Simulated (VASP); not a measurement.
VASP runs on CdO (rock salt) share one base input (PBE GGA, plane waves, VASP's PBE PAW potentials (set 64)) and change the settings named in each case.

File KPOINTS:
```
Automatic mesh
0
Gamma
9 9 9
0 0 0
```

### INCAR
```
# general
SYSTEM  = CdO
PREC    = Accurate
ENCUT   = 520
LREAL   = .FALSE.
LASPH   = .TRUE.

# electronic loop
EDIFF   = 1E-6
NELM    = 100
ALGO    = Normal
LMAXMIX = 4

# smearing
ISMEAR  = 0
SIGMA   = 0.05

# functional
GGA     = PE

# ions
ISIF    = 2

# output
LWAVE   = .FALSE.
LCHARG  = .FALSE.
```

**POSCAR**
```
CdO
1
    0.0000000000     2.3970000000     2.3970000000
    2.3970000000     0.0000000000     2.3970000000
    2.3970000000     2.3970000000     0.0000000000
Cd O
1 1
Direct
  0.0000000000   0.0000000000   0.0000000000
  0.5000000000   0.5000000000   0.5000000000
```

POTCAR, in this order: Cd O (PBE.64 set). Program: vasp_std.

| change | E(σ→0) (eV/atom) | −TS (eV) |
|---|---|---|
| base run | -3.8646 | -0.0002 |
| NELECT = 17.5 | [?] | [?] |
| NELECT = 17.9 | -3.9344 | -0.0022 |
| NELECT = 17.98 | -3.8792 | -0.0012 |
| NELECT = 18.02 | -3.8439 | -0.0002 |
| NELECT = 18.1 | -3.7183 | -0.0004 |
| NELECT = 18.5 | -2.7769 | -0.0007 |

Question: Some entries are withheld; supply them.

Answer: 
- NELECT = 17.5, E(σ→0) (eV/atom): -4.1181
- NELECT = 17.5, −TS (eV): -0.0047

Charged cells carry a uniform compensating background.

Left out are runs that ran out of time, are held back, or changed the cell or the kind of run, fixed moments of cells without a moment, rows past the twelfth, gaps on odd meshes, pressures of charged cells and columns that move by less than the noise.

The compound is CdO in the rock salt structure. The cell was not relaxed at this level.
